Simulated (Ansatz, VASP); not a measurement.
**Cross-check of NaAu14 (Au(110)-(3x1)-Na surface alloy) between VASP and Ansatz**

Wanted: the spread between two codes on one cell, functional and k mesh. The structure shown is the end of the Ansatz relaxation below.

Method: plane waves, with VASP 6.6.1 beside it; single point at r2SCAN, in Ansatz 0.2.0.

## (1) Set-up

The cell holds 15 atoms: 14 Au and 1 Na. Cell: a = 4.080 Å, b = 8.655 Å, c = 23.550 Å, α = 90.0°, β = 90.0°, γ = 90.0°. Vacuum lies along c.

Coordinates:

```cif
data_structure
_symmetry_space_group_name_H-M 'P 1'
_symmetry_Int_Tables_number 1
_cell_length_a 4.0800
_cell_length_b 8.6550
_cell_length_c 23.5500
_cell_angle_alpha 90.000
_cell_angle_beta 90.000
_cell_angle_gamma 90.000
_cell_volume 831.61
loop_
_atom_site_label
_atom_site_type_symbol
_atom_site_fract_x
_atom_site_fract_y
_atom_site_fract_z
_atom_site_occupancy
Au1 Au 0.00000 0.00000 0.36093 1
Au2 Au 0.00000 0.33333 0.36093 1
Au3 Au 0.00000 0.66667 0.36093 1
Au4 Au 0.50000 0.16667 0.42219 1
Au5 Au 0.50000 0.50000 0.42219 1
Au6 Au 0.50000 0.83333 0.42219 1
Au7 Au 0.00000 0.99756 0.48303 1
Au8 Au 0.00000 0.33578 0.48303 1
Au9 Au 0.00000 0.66667 0.49187 1
Au10 Au 0.50000 0.16667 0.54890 1
Au11 Au 0.50000 0.50478 0.55460 1
Au12 Au 0.50000 0.82856 0.55460 1
Au13 Au 0.00000 0.00269 0.60337 1
Au14 Au 0.00000 0.33064 0.60337 1
Na15 Na 0.00000 0.66667 0.63067 1
```

## (2) Ansatz: relaxation, r2SCAN

Ansatz runs on its default PAW (the set named soft_2) files.

This run makes the geometry at which the two programs are then compared.

input.yaml reads:

```yaml
crystal:
  lattice:
    - [4.08, 0.0, 0.0]
    - [0.0, 8.6549870017, 0.0]
    - [0.0, 0.0, 23.5499913345]
  atoms:
    - { symbol: Au, position: [0.0, 0.0, 0.3609343154] }
    - { symbol: Au, position: [0.0, 0.33333333, 0.3609343154] }
    - { symbol: Au, position: [0.0, 0.66666667, 0.3609343154] }
    - { symbol: Au, position: [0.5, 0.16666667, 0.4221868999] }
    - { symbol: Au, position: [0.5, 0.5, 0.4221868999] }
    - { symbol: Au, position: [0.5, 0.83333333, 0.4221868999] }
    - { symbol: Au, position: [0.0, 0.0, 0.4834394844] }
    - { symbol: Au, position: [0.0, 0.33333333, 0.4834394844] }
    - { symbol: Au, position: [0.0, 0.66666667, 0.4834394844] }
    - { symbol: Au, position: [0.5, 0.16666667, 0.5446920688] }
    - { symbol: Au, position: [0.5, 0.5, 0.5446920688] }
    - { symbol: Au, position: [0.5, 0.83333333, 0.5446920688] }
    - { symbol: Au, position: [0.0, 0.0, 0.6059446533] }
    - { symbol: Au, position: [0.0, 0.33333333, 0.6059446533] }
    - { symbol: Na, position: [0.0, 0.66666667, 0.6390656846] }
kpoints:
  mp_grid: { grid: [7, 4, 1] }
hamiltonian:
  xc: r2scan
scf:
  occupations: { method: fermi_dirac, width: 0.1 }
  convergence: { dr2_threshold: 1.0e-08 }
efield:
  axis: 3
  dipole_correction: true
  ramp_position: 0.97
  ramp_width: 0.06
relax:
  f_tol: 0.015
  max_steps: 90
  constraints: [{ sites: [0, 1, 2, 3, 4, 5] }]
output:
  write_potential: true
  write_density: true
  volumetric_format: npy
```

Launch:

```sh
$ ansatz run input.yaml --threads 4 --pin off --max-ram 12288MiB --backend cpu --events-out ev --progress --plain --runs-dir out
```

Numbers of over 12 decimals in the logs are rounded to 6 here.

The program printed:

```text
Engine: ansatz 0.2.0, x86_64-unknown-linux-gnu
Pseudopotentials: kind: paw
Pseudopotential: Au, paw, valence charge 19, recommended cutoff 500 eV (meta_gga), Au.paw.azcp
Pseudopotential: Na, paw, valence charge 9, recommended cutoff 500 eV (meta_gga), Na.paw.azcp
Functional definition: r2SCAN
  parameter k0 = 0.174
  parameter k1 = 0.065
  parameter a1 = 4.9479
  exchange = r2scan_x(k0 = k0, k1 = k1, a1 = a1)
  correlation = r2scan_c
Crystal: 15 atoms, lattice volume = 831.605 Å³
Basis set: ecut = 500 eV, 21201 PW (Γ), exchange–correlation on 120×256×720 points (64 copies of the dense FFT grid, shifted against one another)
Bands: 165, of which v1, the nominal top of the filled ones, is band 138 counted from 1 (137 counted from 0)
Symmetry: 4 space group operations
Space group: Pmm2 (ITA 25), of the structure as read, at distance tolerance 9.4e-5 Å
k-points: 12 of 28
Non-local potential: Au, projectors of the file, l = 0: 3, l = 1: 2, l = 2: 2, l = 3: 1
Non-local potential: Na, projectors of the file, l = 0: 3, l = 1: 2, l = 2: 1
PAW form: soft (Blöchl's): semilocal exchange-correlation on the pseudo side does not see the compensation charge
PAW frozen core: Au, regenerated for the run's functional (the file was generated under x = pbe(κ = 0.804, μ = 0.219515), c = pbe(β = 0.066725))
PAW frozen core: Na, regenerated for the run's functional (the file was generated under x = pbe(κ = 0.804, μ = 0.219515), c = pbe(β = 0.066725))
PAW one-centre angular grid: Au, 590 points (default); XC on 160 Gauss nodes
PAW one-centre angular grid: Na, 302 points (default); XC on 339 of its mesh's 2595 points in the sphere
Initial density: superposition of atomic densities (neutral atoms: chi_scale 0, normalization atom), corrected by the library's trained network
Initial wavefunctions: pseudopotential atomic-orbital guess
Functional: x = r2scan, c = r2scan; τ floored in thin density (d = 2e-4 eV/Å³)
SCF iter   1: F=—  HF=-185774.154352 eV  |F-HF|=—  |Δ(HF+E_count)|=         —  Δρ=8.04e-3  dr2=9.85e-1  dr2_τ=5.17e-2  ethr=1.77e-3  p=0.239 e·Å  D=5.19e-2 V/Å  ΔV_dip=-1.22 eV  dr2_dipole=1.96e-1  V_vac-E_F(+/−)=3.59/4.81 eV  ⟨swp⟩=7.0  Hψ=7952  notcnv=0  defer=117
efield: sawtooth ramp at fractional position 0.9700 (set: `efield.ramp_position`, or a place that a band, a saddle search or an elastic batch's reference lends), width 0.0600; the density the first Hamiltonian is built on has a dipole p = 0.239 e·Å; the dipole correction subtracts the counter field D = 5.19e-2 V/Å, which shifts the + side's vacuum level by -1.22 eV against the − side's; the planar-averaged density in the ramp window peaks in size at 1.5e-5 e/Å³
preconditioner: auto → LDOS  [metal: Δε(μ)=0.046 eV  Ē_g=9.400 eV  σ=0.100 eV  W_gap=0.11  n_scr=184 (ndim 8)  ℏωp=16.3 eV  f_vac=0.626  D(μ)=4.25/eV (n_scr^D=16)  β→1.0]
SCF iter   2: F=—  HF=-185774.307483 eV  |F-HF|=—  |Δ(HF+E_count)|=   1.53e-1  Δρ=9.26e-3  dr2=7.34e-1  dr2_τ=8.57e-2  ethr=3.58e-4  p=0.329 e·Å  D=7.16e-2 V/Å  ΔV_dip=-1.69 eV  dr2_dipole=1.66e-2  V_vac-E_F(+/−)=3.25/4.93 eV  ⟨swp⟩=2.8  Hψ=3918  notcnv=0  defer=169
SCF iter   3: F=—  HF=-185774.091659 eV  |F-HF|=—  |Δ(HF+E_count)|=   2.16e-1  Δρ=9.06e-4  dr2=5.36e-3  dr2_τ=1.16e-3  ethr=2.67e-4  p=0.313 e·Å  D=6.81e-2 V/Å  ΔV_dip=-1.60 eV  dr2_dipole=4.20e-4  V_vac-E_F(+/−)=3.35/4.95 eV  ⟨swp⟩=2.0  Hψ=2890  notcnv=0  defer=169
SCF iter   4: F=—  HF=-185774.092304 eV  |F-HF|=—  |Δ(HF+E_count)|=   6.44e-4  Δρ=2.66e-4  dr2=9.75e-4  dr2_τ=5.42e-5  ethr=1.95e-6  p=0.320 e·Å  D=6.97e-2 V/Å  ΔV_dip=-1.64 eV  dr2_dipole=8.97e-7  V_vac-E_F(+/−)=3.34/4.98 eV  ⟨swp⟩=2.8  Hψ=4064  notcnv=0  defer=169
SCF iter   5: F=—  HF=-185774.092168 eV  |F-HF|=—  |Δ(HF+E_count)|=   1.36e-4  Δρ=1.03e-4  dr2=8.64e-5  dr2_τ=7.88e-6  ethr=3.55e-7  p=0.319 e·Å  D=6.95e-2 V/Å  ΔV_dip=-1.64 eV  dr2_dipole=1.65e-7  V_vac-E_F(+/−)=3.33/4.97 eV  ⟨swp⟩=2.0  Hψ=2786  notcnv=0  defer=169
SCF iter   6: F=—  HF=-185774.092178 eV  |F-HF|=—  |Δ(HF+E_count)|=   9.61e-6  Δρ=2.66e-5  dr2=7.59e-6  dr2_τ=9.64e-7  ethr=3.14e-8  p=0.320 e·Å  D=6.96e-2 V/Å  ΔV_dip=-1.64 eV  dr2_dipole=1.59e-7  V_vac-E_F(+/−)=3.33/4.97 eV  ⟨swp⟩=2.0  Hψ=2978  notcnv=0  defer=169
SCF iter   7: F=—  HF=-185774.092368 eV  |F-HF|=—  |Δ(HF+E_count)|=   1.90e-4  Δρ=8.38e-6  dr2=8.13e-7  dr2_τ=5.98e-8  ethr=2.76e-9  p=0.320 e·Å  D=6.95e-2 V/Å  ΔV_dip=-1.64 eV  dr2_dipole=1.05e-8  V_vac-E_F(+/−)=3.33/4.97 eV  ⟨swp⟩=3.2  Hψ=3726  notcnv=0  defer=169
SCF iter   8: F=—  HF=-185774.092368 eV  |F-HF|=—  |Δ(HF+E_count)|=   1.37e-7  Δρ=2.84e-6  dr2=8.50e-8  dr2_τ=7.02e-9  ethr=2.96e-10  p=0.320 e·Å  D=6.95e-2 V/Å  ΔV_dip=-1.64 eV  dr2_dipole=2.00e-10  V_vac-E_F(+/−)=3.33/4.97 eV  ⟨swp⟩=2.0  Hψ=2762  notcnv=0  defer=169
[...]
Σ components = -185774.432149   (vs F -185774.432149, Δ=0.00e0)
--- Forces (eV/Å), atoms counted from 1 ---
  atom   1  Au     0.00000000    -0.03695756     0.21816444
  atom   2  Au     0.00000000     0.03695756     0.21816444
  atom   3  Au     0.00000000     0.00000000     0.51406164
  atom   4  Au     0.00000000     0.00000000    -0.40188204
  atom   5  Au     0.00000000     0.23460636    -0.26948283
  atom   6  Au     0.00000000    -0.23460636    -0.26948283
  atom   7  Au     0.00000000     0.00529872    -0.00183880
  atom   8  Au     0.00000000    -0.00529872    -0.00183880
  atom   9  Au     0.00000000     0.00000000    -0.00844387
  atom  10  Au     0.00000000     0.00000000    -0.00114870
  atom  11  Au     0.00000000    -0.00570917     0.00421664
  atom  12  Au     0.00000000     0.00570917     0.00421664
  atom  13  Au     0.00000000     0.00072107    -0.00195036
  atom  14  Au     0.00000000    -0.00072107    -0.00195036
  atom  15  Na     0.00000000     0.00000000    -0.00083384
  max |Σ_I F_I| component: 2.86e-5 eV/Å
--- Band table (eV; the first three rows and the last of 12) ---
  k-point 0: bands = [... 134 lower, 1.1865, 1.3079, 1.4852, 2.8733, 3.0153, 3.5650, 5.5637, 5.8034, ... 23 higher]
  k-point 1: bands = [... 134 lower, 1.4591, 1.6804, 1.9597, 2.3007, 3.6583, 4.0446, 4.6854, 4.9644, ... 23 higher]
  k-point 2: bands = [... 134 lower, 1.7333, 1.7614, 2.9462, 3.0778, 3.6271, 4.0111, 4.0895, 4.3430, ... 23 higher]
  k-point 11: bands = [... 134 lower, 1.7533, 1.8777, 2.8563, 3.1950, 3.5797, 3.6719, 3.7050, 3.9984, ... 23 higher]
--- Relaxed structure (5 steps of the walk, 5 accepted, 0 SCFs on fresh bases) ---
  F+E_penalty+E_count = -185774.43214897 eV   max|allowed force component| = 8.431e-3 eV/Å
  atoms:
    - { symbol: Au, position: [0.0, 1.6666666713405221e-9, 0.3609343154] }
    - { symbol: Au, position: [0.0, 0.333333, 0.3609343154] }
    - { symbol: Au, position: [0.0, 0.666667, 0.3609343154] }
    - { symbol: Au, position: [0.5, 0.166667, 0.4221868999] }
    - { symbol: Au, position: [0.5, 0.500000, 0.4221868999] }
    - { symbol: Au, position: [0.5, 0.833333, 0.4221868999] }
    - { symbol: Au, position: [0, -0.00244182, 0.483026] }
    - { symbol: Au, position: [0, 0.335775, 0.483026] }
    - { symbol: Au, position: [0.0, 0.666667, 0.491874] }
    - { symbol: Au, position: [0.5, 0.166667, 0.548900] }
    - { symbol: Au, position: [0.5, 0.504778, 0.554600] }
    - { symbol: Au, position: [0.5, 0.828555, 0.554600] }
    - { symbol: Au, position: [0, 0.00269231, 0.603367] }
    - { symbol: Au, position: [0, 0.330641, 0.603367] }
    - { symbol: Na, position: [0.0, 0.666667, 0.630672] }
```

(Continued in part 2 of 2.)

[Lines on the potential files, build, host, timing and source positions are cut from VASP's logs without a mark.]

[Logs are printed without paths, hosts, clocks, repeated set-up lines and the standing remarks that a program may print on its own settings, such as how far it seeks lower states.]

[Hosts, paths, dates, database ids (printed as entryN), source tags and the programs' standing remarks are cut or masked in the printed files.]
